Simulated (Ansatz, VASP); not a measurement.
**Cross-check of GaSb between VASP and Ansatz**

One calculation is typed for both programs; each brings its own data sets. How far apart do they land? The cell is taken from a series of runs on this material, whose earlier steps may have relaxed, scaled, displaced or heated it; both programs get it as it stands.

Method: plane waves, with VASP 6.6.1 beside it; relaxation of cell and atoms at PBEsol, in Ansatz 0.2.0.

## 1. Starting point

It takes space group F-43m (No. 216, cubic). Conventional cell: a = 6.110 Å, b = 6.110 Å, c = 6.110 Å, α = 90.00°, β = 90.00°, γ = 90.00°. Nearest to Ga lie 4 Sb at 2.65 Å. Sb has 4 Ga at 2.65 Å nearest. Farther neighbours are not listed.

As a file:

```cif
data_structure
_symmetry_space_group_name_H-M 'F-43m'
_symmetry_Int_Tables_number 216
_cell_length_a 6.1098
_cell_length_b 6.1098
_cell_length_c 6.1098
_cell_angle_alpha 90.000
_cell_angle_beta 90.000
_cell_angle_gamma 90.000
_cell_volume 228.07
loop_
_atom_site_label
_atom_site_type_symbol
_atom_site_symmetry_multiplicity
_atom_site_Wyckoff_symbol
_atom_site_fract_x
_atom_site_fract_y
_atom_site_fract_z
_atom_site_occupancy
Ga1 Ga 4 a 0.00000 0.00000 0.00000 1
Sb1 Sb 4 c 0.25000 0.25000 0.25000 1
```

## 2. VASP: relaxation of cell and atoms, PBEsol

The relaxed volume is the usual yardstick between codes: in a stiff, nearly cubic crystal its relative difference is about their pressure difference at one cell divided by the bulk modulus.

Lines of VASP's logs that name or quote its potential files are left out, and so is its time.

Input file INCAR:

```
SYSTEM = GaSb
PREC = Accurate
ENCUT = 500
EDIFF = 1E-07
NELM = 120
ISMEAR = 0
SIGMA = 0.015
LREAL = .FALSE.
ALGO = Normal
GGA = PS
NBANDS = 15
LORBIT = 11
LWAVE = .FALSE.
LCHARG = .FALSE.
ISIF = 3
IBRION = 2
NSW = 80
EDIFFG = -0.005
LASPH = .TRUE.
GGA_COMPAT = .FALSE.
NELMIN = 4
KPAR = 2
```

Input file POSCAR:

```
GaSb
1.0
    0.0000000000      3.0548770000      3.0548770000
    3.0548770000      0.0000000000      3.0548770000
    3.0548770000      3.0548770000      0.0000000000
Ga Sb
1 1
Direct
    0.0000000000      0.0000000000      0.0000000000
    0.7500000818      0.7500000818      0.7500000818
```

Input file KPOINTS:

```
Automatic mesh
0
Gamma
12 12 12
0 0 0
```

The projector-augmented-wave data sets are Ga_d and Sb (PBE family, release 64).

Started as:

```
> mpirun -np 2 vasp_std
```

Numbers of over 12 decimals in the logs are rounded to 6 here.

What it wrote:

```text
[banner, memory and clock lines left out]
running    2 mpi-ranks, on    1 nodes
 distrk:  each k-point on    1 cores,    2 groups
 distr:  one band on    1 cores,    1 groups

 POSCAR found type information on POSCAR GaSb
 POSCAR found :  2 types and       2 ions
|                                                                             |
|               ----> ADVICE to this user running VASP <----                  |
|                                                                             |
|     You enforced a specific xc type in the INCAR file but a different       |
|     [... a line on the potential file left out ...]
|     I HOPE YOU KNOW WHAT YOU ARE DOING!                                     |
|                                                                             |

 LDA part: xc-table for (Slater+PW92), standard interpolation
 POSCAR, INCAR and KPOINTS ok, starting setup
 FFT: planning ... GRIDC
 FFT: planning ... GRID_SOFT
 FFT: planning ... GRID
 WAVECAR not read
 entering main loop
       N       E                     dE             d eps       ncg     rms          rms(c)
DAV:   1     0.800161032068E+02    0.80016E+02   -0.84376E+03  2168   0.145E+03
DAV:   2    -0.208174712649E+01   -0.82098E+02   -0.79252E+02  2517   0.299E+02
DAV:   3    -0.814565981556E+01   -0.60639E+01   -0.60405E+01  2545   0.675E+01
DAV:   4    -0.825264675367E+01   -0.10699E+00   -0.10697E+00  2730   0.101E+01
DAV:   5    -0.825520074989E+01   -0.25540E-02   -0.25540E-02  2801   0.137E+00    0.314E+00
DAV:   6    -0.818069337857E+01    0.74507E-01   -0.87707E-02  2828   0.525E+00    0.184E+00
DAV:   7    -0.815457229390E+01    0.26121E-01   -0.45082E-02  2693   0.199E+00    0.363E-01
DAV:   8    -0.815460227727E+01   -0.29983E-04   -0.49248E-03  2795   0.891E-01    0.101E-01
DAV:   9    -0.815488415814E+01   -0.28188E-03   -0.45317E-04  2440   0.180E-01    0.382E-02
DAV:  10    -0.815487770944E+01    0.64487E-05   -0.20657E-05  2853   0.421E-02    0.992E-03
DAV:  11    -0.815488740984E+01   -0.97004E-05   -0.12381E-05  2475   0.251E-02    0.502E-03
DAV:  12    -0.815488748897E+01   -0.79128E-07   -0.45287E-07  2825   0.696E-03
   1 F= -.81548875E+01 E0= -.81548822E+01  d E =-.815489E+01
 curvature:   0.00 expect dE= 0.000E+00 dE for cont linesearch  0.000E+00
 trial: gam= 0.00000 g(F)=  0.398E-41 g(S)=  0.128E-03 ort = 0.000E+00 (trialstep = 0.100E+01)
 search vector abs. value=  0.128E-03
 bond charge predicted
       N       E                     dE             d eps       ncg     rms          rms(c)
DAV:   1    -0.815638076550E+01   -0.14934E-02   -0.18518E-02  2734   0.225E+00    0.216E-01
DAV:   2    -0.815525085217E+01    0.11299E-02   -0.20401E-03  2699   0.842E-01    0.989E-02
DAV:   3    -0.815497143103E+01    0.27942E-03   -0.30298E-04  2755   0.280E-01    0.225E-02
DAV:   4    -0.815494100552E+01    0.30426E-04   -0.33138E-05  2603   0.764E-02    0.754E-03
DAV:   5    -0.815493812478E+01    0.28807E-05   -0.21315E-06  2644   0.176E-02    0.203E-03
DAV:   6    -0.815493805007E+01    0.74709E-07   -0.30135E-07  2314   0.904E-03
   2 F= -.81549381E+01 E0= -.81549303E+01  d E =-.505611E-04
 trial-energy change:   -0.000051  1 .order   -0.000050   -0.000128    0.000027
 step:   0.8253(harm=  0.8253)  dis= 0.00000  next Energy=    -8.154940 (dE=-0.528E-04)
 reached required accuracy - stopping structural energy minimisation
```

From OUTCAR (step 2):

```text
ion  position               nearest neighbor table
   1  0.000  0.000  0.000-   2 2.65   2 2.65   2 2.65   2 2.65
   2  0.750  0.750  0.750-   1 2.65   1 2.65   1 2.65   1 2.65

  LATTYP: Found a face centered cubic cell.
 ALAT       =     6.1097540000

 Subroutine GETGRP returns: Found 24 space group operations
 (whereof 24 operations were pure point group operations)

The static configuration has the point symmetry T_d .

 Found     72 irreducible k-points:

   k-points           NKPTS =     72   k-points in BZ     NKDIM =     72   number of bands    NBANDS=     15

   dimension x,y,z NGX =    32 NGY =   32 NGZ =   32
   dimension x,y,z NGXF=    64 NGYF=   64 NGZF=   64

   ENCUT  =  500.0 eV  36.75 Ry    6.06 a.u.   7.88  7.88  7.88*2*pi/ulx,y,z

   NELECT =      18.0000    total number of electrons

 k-points in reciprocal lattice and weights: Automatic mesh
   0.00000000  0.00000000  0.00000000       0.001
   0.08333333  0.00000000  0.00000000       0.005
   0.16666667  0.00000000  0.00000000       0.005
   0.25000000  0.00000000  0.00000000       0.005
   0.33333333  0.00000000  0.00000000       0.005
   0.41666667  0.00000000  0.00000000       0.005
   0.50000000  0.00000000  0.00000000       0.002
   0.08333333  0.08333333  0.00000000       0.003
   0.16666667  0.08333333  0.00000000       0.014
[...]
-0.33333333  0.50000000  0.16666667       0.007
  -0.25000000  0.50000000  0.25000000       0.003

 average (electrostatic) potential at core
       1 -65.5385       2 -87.4839

 E-fermi :   4.7468

 k-point     1 :       0.0000    0.0000    0.0000
  band No.  band energies     occupation
    ...
      6      -6.7705      2.00000
      7       4.7383      1.57901
      8       4.7401      1.47397
      9       4.7401      1.47351
     10       4.7401      1.47351
     11       7.4981      0.00000
     12       7.4981      0.00000
     13       7.4981      0.00000
     14      10.3679      0.00000
     15      13.3427      0.00000

 k-point     2 :       0.0833    0.0000    0.0000
  band No.  band energies     occupation
    ...
      5     -10.2073      2.00000
      6      -6.6987      2.00000
      7       3.4151      2.00000
      8       4.6155      2.00000
      9       4.6155      2.00000
     10       5.6149      0.00000
     11       7.6685      0.00000
     12       7.6685      0.00000
     13       7.7452      0.00000
     14      10.7913      0.00000
    ...

 k-point     3 :       0.1667    0.0000    0.0000
  band No.  band energies     occupation
    ...
      5     -10.2075      2.00000
      6      -6.4875      2.00000
      7       2.0148      2.00000
      8       4.3346      2.00000
      9       4.3346      2.00000
     10       5.7161      0.00000
     11       8.0415      0.00000
     12       8.0415      0.00000
     13       8.6455      0.00000
     14      11.6409      0.00000
    ...

  Total       -0.0089032     -0.0089032     -0.0089032      0.0000000      0.0000000      0.0000000
  in kB       -0.2494153     -0.2494153     -0.2494153      0.0000000      0.0000000      0.0000000
  external PRESSURE =      -0.2494153 kB  Pullay stress =       0.0000000 kB

  energy-cutoff  :      500.00
  volume of cell :       57.19
      direct lattice vectors                 reciprocal lattice vectors
    -0.000000000  3.057976083  3.057976083    -0.163506838  0.163506838  0.163506838
     3.057976083  0.000000000  3.057976083     0.163506838 -0.163506838  0.163506838
     3.057976083  3.057976083 -0.000000000     0.163506838  0.163506838 -0.163506838

 POSITION                                       TOTAL-FORCE (eV/Angst)
 -----------------------------------------------------------------------------------
      0.00000      0.00000      0.00000         0.000000      0.000000      0.000000
      4.58696      4.58696      4.58696        -0.000000     -0.000000     -0.000000
 -----------------------------------------------------------------------------------
    total drift:                               -0.000052     -0.000052     -0.000052

  FREE ENERGIE OF THE ION-ELECTRON SYSTEM (eV)
  ---------------------------------------------------
  free  energy   TOTEN  =        -8.1549380501 eV

  energy  without entropy=       -8.1549224868  energy(sigma->0) =       -8.15493027

 reached required accuracy - stopping structural energy minimisation

 total charge
# of ion       s       p       d       tot
------------------------------------------
    1        0.911   0.765   9.963  11.639
    2        1.132   1.335   0.028   2.494
--------------------------------------------------
tot          2.043   2.100   9.990  14.133

[... 3 further parts left out ...]
```

CONTCAR:

```
GaSb
   1.00000000000000
    -0.0000000000000000    3.0579760826041884    3.0579760826041884
     3.0579760826041884    0.0000000000000000    3.0579760826041884
     3.0579760826041884    3.0579760826041884   -0.0000000000000000
  Ga              Sb
     1     1
Direct
     0.0000000000000000    0.0000000000000000    0.0000000000000000
     0.7500000818000032    0.7500000818000032    0.7500000818000032
```

## 3. Ansatz: relaxation of cell and atoms, PBEsol

Ansatz runs on its PAW soft_1 files.

The same cell, functional, mesh and smearing now go to Ansatz, which takes its cutoff from its data sets.

Input file input.yaml:

```yaml
crystal:
  lattice:
    - [0.0, 3.0548771156, 3.0548771156]
    - [3.0548771156, 0.0, 3.0548771156]
    - [3.0548771156, 3.0548771156, 0.0]
  atoms:
    - { symbol: Ga, position: [0.0, 0.0, 0.0] }
    - { symbol: Sb, position: [0.75, 0.75, 0.75] }
kpoints:
  mp_grid: { grid: [12, 12, 12] }
hamiltonian:
  xc: pbesol
  pseudopotentials: { kind: paw, azcp: { folder: soft_1 }, xc_functional: pbe }
scf:
  occupations: { method: gaussian, width: 0.015 }
output:
  forces: true
  stress: true
  eigenvalues: true
relax:
  adjacent_minimum: "off"
  f_tol: 0.001
  max_steps: 60
  cell: { stress_tol: 0.01 }
```

Started as:

```
> ansatz run input.yaml --threads 4 --pin off --max-ram 10240MiB --backend cpu --events-out ev --progress --plain --runs-dir out
```

What it wrote:

```text
Engine: ansatz 0.2.0, x86_64-unknown-linux-gnu
Pseudopotentials: kind: paw
Pseudopotential: Ga, paw, valence charge 13, recommended cutoff 420 eV (normal), soft_1/Ga.paw.azcp
Pseudopotential: Sb, paw, valence charge 15, recommended cutoff 420 eV (normal), soft_1/Sb.paw.azcp
Functional definition: PBEsol
  exchange = pbesol_x
  correlation = pbesol_c
Crystal: 2 atoms, lattice volume = 57.018 Å³
Basis set: ecut = 420 eV, 1139 PW (Γ), exchange–correlation on 60×60×60 points (8 copies of the dense FFT grid, shifted against one another)
Bands: 18, of which v1, the nominal top of the filled ones, is band 14 counted from 1 (13 counted from 0)
Symmetry: 24 space group operations
Space group: F-43m (ITA 216), of the structure as read, at distance tolerance 3.8e-5 Å
k-points: 72 of 1728 (time reversal used)
Non-local potential: Ga, projectors of the file, l = 0: 2, l = 1: 2, l = 2: 3, l = 3: 1
Non-local potential: Sb, projectors of the file, l = 0: 2, l = 1: 2, l = 2: 2, l = 3: 1
PAW form: soft (Blöchl's): semilocal exchange-correlation on the pseudo side does not see the compensation charge
PAW frozen core: Ga, regenerated for the run's functional, and the local potential with it (the file was generated under x = pbe(κ = 0.804, μ = 0.219515), c = pbe(β = 0.066725))
PAW frozen core: Sb, regenerated for the run's functional, and the local potential with it (the file was generated under x = pbe(κ = 0.804, μ = 0.219515), c = pbe(β = 0.066725))
PAW one-centre angular grid: Ga, 590 points (default); XC on 64 Gauss nodes
PAW one-centre angular grid: Sb, 590 points (default); XC on 64 Gauss nodes
Initial density: superposition of atomic densities (chi_scale 0.1, normalization cell, long waves kept (reshape's long-wave potential 0.00 eV rms))
Initial wavefunctions: pseudopotential atomic-orbital guess
Functional: x = pbesol(κ = 0.804, μ = 0.123457), c = pbesol(β = 0.046)
SCF iter   1: F=—  HF=-10151.700831 eV  |F-HF|=—  |Δ(HF+E_count)|=         —  Δρ=3.17e-2  dr2=4.09e-1  ethr=3.10e-3  ⟨swp⟩=6.1  Hψ=7064  notcnv=0
preconditioner: auto → none  [insulator: Δε(μ)=0.363 eV  Ē_g=14.733 eV  σ=0.015 eV  W_gap=0.67  n_scr=14 (ndim 8)  ℏωp=20.9 eV  f_vac=0.007  D(μ)=0.12/eV (n_scr^D=0)  ε∞_Penn≈3.0]
SCF iter   2: F=—  HF=-10151.624564 eV  |F-HF|=—  |Δ(HF+E_count)|=   7.63e-2  Δρ=1.45e-2  dr2=6.97e-2  ethr=1.46e-3  ⟨swp⟩=2.1  Hψ=2166  notcnv=0
SCF iter   3: F=—  HF=-10151.622921 eV  |F-HF|=—  |Δ(HF+E_count)|=   1.64e-3  Δρ=5.00e-3  dr2=1.39e-2  ethr=2.49e-4  ⟨swp⟩=2.2  Hψ=2249  notcnv=0
SCF iter   4: F=—  HF=-10151.616711 eV  |F-HF|=—  |Δ(HF+E_count)|=   6.21e-3  Δρ=8.02e-4  dr2=2.08e-4  ethr=4.98e-5  ⟨swp⟩=3.0  Hψ=2509  notcnv=0
SCF iter   5: F=—  HF=-10151.616686 eV  |F-HF|=—  |Δ(HF+E_count)|=   2.52e-5  Δρ=3.71e-4  dr2=2.76e-5  ethr=7.44e-7  ⟨swp⟩=2.0  Hψ=2003  notcnv=0
SCF iter   6: F=—  HF=-10151.616690 eV  |F-HF|=—  |Δ(HF+E_count)|=   4.12e-6  Δρ=2.92e-5  dr2=3.83e-7  ethr=9.86e-8  ⟨swp⟩=2.0  Hψ=2235  notcnv=0
SCF iter   7: F=-10151.616690 eV  HF=-10151.616690 eV  |F-HF|=1.67e-8  |Δ(HF+E_count)|=   5.76e-8  Δρ=6.06e-6  dr2=1.77e-8  ethr=3.57e-10  ⟨swp⟩=6.9  Hψ=6811  notcnv=0
SCF 1 converged in 7 iterations: F = -10151.616690 eV  dr2 = 1.77e-8
  greatest PAW one-centre occupation: 0.996 electrons in one spin orbital (limit 2), on the Sb atom at site 1 (counted from 0), in its partial waves of l = 2
relax step   1: F+E_penalty+E_count = -10151.61668998 eV  Δ(F+E_penalty+E_count) = +0.000e0 eV  max|allowed force component| = 1.017e-16 eV/Å  Δτ_max = 0.0000 Å  P = +0.043 GPa  Ω = 57.018 Å³  (7 SCF iters, dr2 threshold 1.00e-7 eV, accepted)
[...]
relax step   2: F+E_penalty+E_count = -10151.61668873 eV  Δ(F+E_penalty+E_count) = +1.251e-6 eV  max|allowed force component| = 2.542e-17 eV/Å  Δτ_max = 0.0000 Å  P = -0.010 GPa  Ω = 57.080 Å³  energy of the carried Pulay correction = -7.754e-6 eV  (4 SCF iters, dr2 threshold 4.64e-9 eV, accepted)
[...]
relax step   3: F+E_penalty+E_count = -10151.61670205 eV  Δ(F+E_penalty+E_count) = -1.332e-5 eV  max|allowed force component| = 2.096e-17 eV/Å  Δτ_max = 0.0000 Å  P = -0.010 GPa  Ω = 57.080 Å³  stress off target by 9.66e-3 GPa  SCF on the basis re-selected at this cell (its energy is not comparable with the rows above)  (6 SCF iters)
basis re-selected at this cell: Δ(F+E_penalty+E_count) = -1.332e-5 eV, ΔP = -0.000 GPa vs the last step (what re-selecting the basis moved, of the pressure what is left beyond the Pulay correction that the steps carried, after the strain that the cell walked since its last selection, with what the two solves' SCF thresholds leave and, on support functions, any second-order correction that the steps lacked; it is no m [...]
SCF converged after 6 iterations
Free energy (F): -10151.616702 eV
Harris-Foulkes:  -10151.616702 eV  (|F-HF|=3.64e-12)
Internal energy: -10151.616687 eV  (E = F + TS)
E sigma→0 (E₀):  -10151.616694 eV
Entropy (-TS):   -0.000015 eV (-0.008 meV/atom)
Fermi energy:    7.723243 eV
--- Per-component energies (eV) ---
  E_band       = -260.468457
  E_kinetic    = 275.744266
  E_local      = -3377.590852  (includes V_loc(G=0)·N_el)
  E_nonlocal   = 299.701676
  E_hartree    = 1726.866366
  E_xc         = -160.378495
  E_vxc        = -146.074312  (∫ρ·V_xc dr)
  E_paw        = -6420.782246  (= ΣΔE_a)
  E_vpaw       = -765.981892  (= ΣTr[D̂ρ^β])
  E_aug_tail   = -0.000078  (compensation charges beyond the density's cutoff)
  E_ewald      = -2496.372158
  E_core_change = 1.194834  (= ΣΔE_core)
  E_smearing   = -0.000015  (= −TS)
  E_closure    = 0.000000  (closes the sum)
  Σ components = -10151.616702   (vs F -10151.616702, Δ=0.00e0)
--- Forces (eV/Å), atoms counted from 1 ---
  atom   1  Ga    -0.00000000    -0.00000000    -0.00000000
  atom   2  Sb     0.00000000     0.00000000    -0.00000000
  max |Σ_I F_I| component: 3.21e-17 eV/Å
--- Stress (GPa, compression-positive) ---
       -0.009663      -0.000000       0.000000
       -0.000000      -0.009663       0.000000
        0.000000       0.000000      -0.009663
  P = ⅓ Tr σ = -0.0097 GPa (-0.097 kbar)
--- Band table (eV; the first three rows and the last of 72) ---
  k-point 0: bands = [... 10 lower, -3.8087, 7.7151, 7.7151, 7.7151, 7.7188, 10.4849, 10.4849, 10.4849]
  k-point 1: bands = [... 10 lower, -3.7367, 6.3923, 7.5908, 7.5908, 8.5950, 10.6556, 10.6556, 10.7313]
  k-point 2: bands = [... 10 lower, -3.5253, 4.9923, 7.3104, 7.3104, 8.6981, 11.0295, 11.0295, 11.6319]
  k-point 71: bands = [... 10 lower, -1.3049, 1.0293, 4.3325, 4.5543, 11.3906, 11.9698, 12.0981, 12.4247]
--- Relaxed structure (2 steps of the walk, 2 accepted, 1 SCFs on fresh bases) ---
  F+E_penalty+E_count = -10151.61670205 eV   max|allowed force component| = 2.096e-17 eV/Å   (the final SCF, on the basis selected at the relaxed cell)
  cell:  # Å, volume = 57.0805 Å³
    - [0, 3.055994, 3.055994]
    - [3.055994, 0, 3.055994]
    - [3.055994, 3.055994, 0]
  atoms:
    - { symbol: Ga, position: [0, 0, 0] }
    - { symbol: Sb, position: [0.75, 0.75, 0.75] }
```

## 4. Comparison

Known differences besides the potentials themselves: the data sets hold 28 valence electrons in Ansatz (on its PAW soft_1 files) and 18 in VASP; the cutoff is 420 eV in Ansatz and 500 eV in VASP; Ansatz makes its cores anew for this functional, VASP keeps those of its PBE data sets; Ansatz adds a Pulay correction to the stress that steers its cell, VASP none. Total energies have different zeros and are not compared.

Both answers:

```tsv
quantity	Ansatz	VASP	difference
volume (Å³)	57.08	57.19	-0.19 %
edge a after relaxation, in the typed setting (Å)	4.322	4.325	-0.06 %
```

## 5. What came out

| Property | Result |
| --- | --- |
| difference in volume (relaxation of cell and atoms, PBEsol) | -0.19 % |

In words: The difference in volume is -0.19 % (relaxation of cell and atoms, PBEsol), within the 1.2 % picked in this series as the mark of a large difference, as far as the stopping tolerances let one tell. The data sets hold unlike numbers of valence electrons (28 in Ansatz and 18 in VASP), so part of the differences comes from the potentials. 14 further runs of this series are not shown here. How closely two codes agree says nothing of how well the functional describes the real material.

[Lines on the potential files, build, host, timing and source positions are cut from VASP's logs without a mark.]

[Logs are printed without paths, hosts, clocks, repeated set-up lines and the standing remarks that a program may print on its own settings, such as how far it seeks lower states.]

[Hosts, paths, dates, database ids (printed as entryN), source tags and the programs' standing remarks are cut or masked in the printed files.]
